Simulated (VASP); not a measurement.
Method: optB88-vdW, VASP's PBE PAW potentials (set 64) (plane waves; VASP).

Input for VASP

File KPOINTS:
```
k-points along high-symmetry lines
10
Line-mode
Reciprocal
  0.000000   0.000000   0.000000 ! GAMMA
  0.000000   0.500000   0.000000 ! M

  0.000000   0.500000   0.000000 ! M
 -0.333333   0.666667   0.000000 ! K

 -0.333333   0.666667   0.000000 ! K
  0.000000   0.000000   0.000000 ! GAMMA

  0.000000   0.000000   0.000000 ! GAMMA
  0.000000   0.000000   0.500000 ! A

  0.000000   0.000000   0.500000 ! A
  0.000000   0.500000   0.500000 ! L

  0.000000   0.500000   0.500000 ! L
 -0.333333   0.666667   0.500000 ! H

 -0.333333   0.666667   0.500000 ! H
  0.000000   0.000000   0.500000 ! A

  0.000000   0.500000   0.500000 ! L
  0.000000   0.500000   0.000000 ! M

 -0.333333   0.666667   0.500000 ! H
 -0.333333   0.666667   0.000000 ! K
```

File POSCAR:
```
WS2
1.0
  1.5968218409  -2.7657765361   0.0000000000
  1.5968218409   2.7657765361   0.0000000000
  0.0000000000   0.0000000000  12.5179337534
W S
2 4
Direct
  0.3333330000   0.6666670000   0.2500000000
  0.6666670000   0.3333330000   0.7500000000
  0.3333330000   0.6666670000   0.8760639101
  0.6666670000   0.3333330000   0.3760639101
  0.6666670000   0.3333330000   0.1239360899
  0.3333330000   0.6666670000   0.6239360899
```

**INCAR**
```
SYSTEM  =  WS2
PREC  =  Accurate; ENCUT  =  520; LREAL  =  F
LASPH  =  T; ICHARG  =  11
EDIFF  =  1E-7; NELM  =  100; ALGO  =  Normal
LMAXMIX  =  6
ISMEAR  =  0; SIGMA  =  0.05
GGA  =  BO; LUSE_VDW  =  T; AGGAC  =  0.0
PARAM1  =  0.1833333333; PARAM2  =  0.22
LWAVE  =  F; LCHARG  =  F; LORBIT  =  11
```

POTCAR, in this order: W_sv S (PBE.64 set). Program: vasp_std. Read from the step before: CHGCAR.

What VASP printed:

### OSZICAR
```
       N       E                     dE             d eps       ncg     rms          rms(c)
DAV:   1     0.539283651343E+03    0.53928E+03   -0.29290E+04  6228   0.167E+03
DAV:   2     0.320908239382E+01   -0.53607E+03   -0.52365E+03  6487   0.450E+02
DAV:   3    -0.321949414349E+02   -0.35404E+02   -0.34649E+02  7151   0.101E+02
DAV:   4    -0.332716871338E+02   -0.10767E+01   -0.10725E+01  6869   0.176E+01
DAV:   5    -0.333058609011E+02   -0.34174E-01   -0.34160E-01  7374   0.303E+00
DAV:   6    -0.333067249969E+02   -0.86410E-03   -0.86379E-03  6965   0.502E-01
DAV:   7    -0.333067642856E+02   -0.39289E-04   -0.39283E-04  7559   0.979E-02
DAV:   8    -0.333067657605E+02   -0.14748E-05   -0.14744E-05  6836   0.193E-02
DAV:   9    -0.333067658396E+02   -0.79109E-07   -0.79099E-07  5707   0.437E-03
   1 F= -.33306766E+02 E0= -.33306766E+02  d E =-.150379E-26
```

File OUTCAR:
```
 val. band max:        6.8360629375   @ k =   0.0000   0.0000   0.0000

 cond. band min:       7.8738816733   @ k =  -0.1852   0.3704   0.0000



 k-point     1 :       0.0000    0.0000    0.0000
  band No.  band energies     occupation
      1     -67.8762      2.00000
      2     -67.8762      2.00000
      3     -32.0775      2.00000
      4     -32.0775      2.00000
      5     -31.9415      2.00000
      6     -31.9415      2.00000
      7     -31.9415      2.00000
      8     -31.9415      2.00000
      9      -8.4785      2.00000
     10      -8.2770      2.00000
     11      -7.0152      2.00000
     12      -6.6417      2.00000
     13      -0.4721      2.00000
     14       0.4821      2.00000
     15       3.1981      2.00000
     16       3.4532      2.00000
     17       3.4532      2.00000
     18       3.4661      2.00000
     19       3.4662      2.00000
     20       4.6253      2.00000
     21       4.6254      2.00000
     22       4.6715      2.00000
     23       4.6716      2.00000
     24       5.3292      2.00000
     25       5.7662      2.00000
     26       6.8361      2.00000
     27       9.0883      0.00000
     28       9.0909      0.00000
     29       9.1051      0.00000
     30       9.1102      0.00000
     31       9.1375      0.00000

 k-point     2 :       0.0000    0.0556    0.0000
  band No.  band energies     occupation
      1     -67.8757      2.00000
      2     -67.8757      2.00000
      3     -32.0758      2.00000
      4     -32.0757      2.00000
      5     -31.9512      2.00000
      6     -31.9512      2.00000
      7     -31.9438      2.00000
      8     -31.9438      2.00000
      9      -8.4289      2.00000
     10      -8.2274      2.00000
     11      -6.9940      2.00000
     12      -6.6255      2.00000
     13      -0.4108      2.00000
     14       0.5431      2.00000
     15       3.1152      2.00000
     16       3.3176      2.00000
     17       3.3344      2.00000
     18       3.5008      2.00000
...
```

The density is held fixed in this step, so its total energy and stress have no physical meaning. Unless said otherwise, spin-orbit coupling is left out, though it shifts the bands of the heavy elements here.

The compound is WS2 in the 2H layered structure. It was relaxed first.
